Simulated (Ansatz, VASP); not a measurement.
## GaGe in VASP and in Ansatz

```
CELL_PARAMETERS angstrom
0.00000 2.89784 2.89784
2.89784 0.00000 2.89784
2.89784 2.89784 0.00000
ATOMIC_POSITIONS crystal
Ge 0.99277 0.98973 0.02535
Ga 0.23997 0.24662 0.26427
```

Change from the starting cell: atoms moved at random, drawn with an rms of 0.05 Å.

Alike in both runs: task single point; functional PBE; k mesh 8 × 8 × 8; occupations fermi-dirac, width 0.05 eV; no spin polarisation.

|  | VASP | Ansatz |
| --- | --- | --- |
| version | VASP 6.6.1 | Ansatz 0.2.0 |
| potentials or method | VASP PAW PBE potentials, release 64 (Ge_d, Ga_d) | Ansatz PAW |
| plane-wave cutoff (eV) | 520 | 420 |
| valence electrons in the cell | 27 | 27 |

|  | VASP | Ansatz | Ansatz less VASP |
| --- | --- | --- | --- |
| gap on the k mesh at the Fermi level (eV) | none | none | - |
| pressure (GPa) | 0.3 | 0.3 | -0.05 |
| largest component of the traceless stress (GPa) | 1.08 | 1.08 | -0.003 |
| rms of the force components (eV/Å) | 0.121 | 0.121 | -0.0004 |

Atom by atom the forces differ by 0.000 eV/Å (rms over components). A gap of «none» marks a metal or a gap that the smearing closes.
